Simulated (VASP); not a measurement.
Given:

```xyz
2
Lattice="0.0000 2.4383 2.4383 2.4383 0.0000 2.4383 2.4383 2.4383 0.0000" Properties=species:S:1:pos:R:3 pbc="T T T"
Be     2.4383     4.8766     2.4383
S      1.2191     1.2191     1.2191
```

Method: revTPSS meta-GGA, VASP's PBE PAW potentials (set 64) (plane waves; VASP 6.6.1). Settings: 520 eV cut-off, 10×10×10 Γ-centred mesh, tetrahedra with Blöchl corrections, potentials Be S.

Question: Give the energies of bands 2 to 7 at the high-symmetry points, in eV from the valence-band maximum.

Answer: 
```
band     Γ      X      U      L      W
----  ----  -----  -----  -----  -----
2     0.00  -5.03  -4.56  -5.80  -4.26
3     0.00  -2.60  -4.08  -1.01  -3.84
4     0.00  -2.60  -2.15  -1.01  -3.32
5     6.00   3.18   4.48   5.69   6.49
6     6.04   5.10   7.70   6.87   8.31
7     6.04  13.24  10.94   6.87   8.80
```

The gap is indirect, 3.18 eV, from the valence maximum at Γ to the conduction minimum at X.

The compound is BeS in the zinc blende structure. It was relaxed first.
